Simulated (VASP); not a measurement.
Input:

```
Ni3Si
1.0
    3.46350     0.00000     0.00000
    0.00000     3.46350     0.00000
    0.00000     0.00000     3.46350
Si Ni
1 3
Direct
  0.00000   0.00000   0.00000
  0.00000   0.50000   0.50000
  0.50000   0.00000   0.50000
  0.50000   0.50000   0.00000
```

Calculation: r2SCAN meta-GGA, VASP's PBE PAW potentials (set 64) (plane waves; VASP). Run with 480 eV cut-off, 8×8×8 Γ-centred mesh, first-order Methfessel-Paxton smearing of 0.10 eV, potentials Si Ni.

Each row applies one change to this cell, which was relaxed at other settings and keeps the small stress of the first row; at a fixed cut-off the stress holds a Pulay part, so it need not integrate to ΔE exactly. Stress is in GPa, positive when the cell is compressed.

```
change                                    ΔE (meV/atom)     σxx     σyy     σzz  largest shear component, with its sign (GPa)  largest force (eV/Å)
----------------------------------------  -------------  ------  ------  ------  --------------------------------------------  --------------------
none                                                0.0    0.52    0.52    0.52                                          0.00                 0.000
atom 3 (Ni) moved by -0.050 Å along y               4.3    0.71    0.72    0.71                                          0.00                 0.699
biaxial strain of -2.0 % in the yz plane           16.3    8.52   12.50   12.50                                          0.00                 0.000
isotropic strain of +3.0 %                         52.9  -16.69  -16.69  -16.69                                          0.00                 0.000
biaxial strain of -0.5 % in the yz plane            1.2    2.41    3.30    3.30                                          0.00                 0.000
isotropic strain of +4.0 %                          [?]     [?]     [?]     [?]                                           [?]                   [?]
biaxial strain of -0.5 % in the xy plane            1.2    3.31    3.31    2.42                                          0.00                 0.000
atom 3 (Ni) moved by -0.075 Å along z               [?]     [?]     [?]     [?]                                           [?]                   [?]
uniaxial strain of +2.0 % along x                   3.7   -6.18   -2.84   -2.84                                          0.00                 0.000
```

Q: Fill in the missing entries.

A: 
- isotropic strain of +4.0 %, ΔE (meV/atom): 92.0
- isotropic strain of +4.0 %, σxx: -20.82
- isotropic strain of +4.0 %, σyy: -20.82
- isotropic strain of +4.0 %, σzz: -20.82
- isotropic strain of +4.0 %, largest shear component, with its sign (GPa): 0.00
- isotropic strain of +4.0 %, largest force (eV/Å): 0.000
- atom 3 (Ni) moved by -0.075 Å along z, ΔE (meV/atom): 7.1
- atom 3 (Ni) moved by -0.075 Å along z, σxx: 0.76
- atom 3 (Ni) moved by -0.075 Å along z, σyy: 1.03
- atom 3 (Ni) moved by -0.075 Å along z, σzz: 0.93
- atom 3 (Ni) moved by -0.075 Å along z, largest shear component, with its sign (GPa): 0.00
- atom 3 (Ni) moved by -0.075 Å along z, largest force (eV/Å): 0.759

Failed runs are left out, and for metals the shear rows, which the mesh's noise covers.

The compound is Ni3Si in the L1_2 structure. The run is not spin-polarised, so no magnetic state was tried.
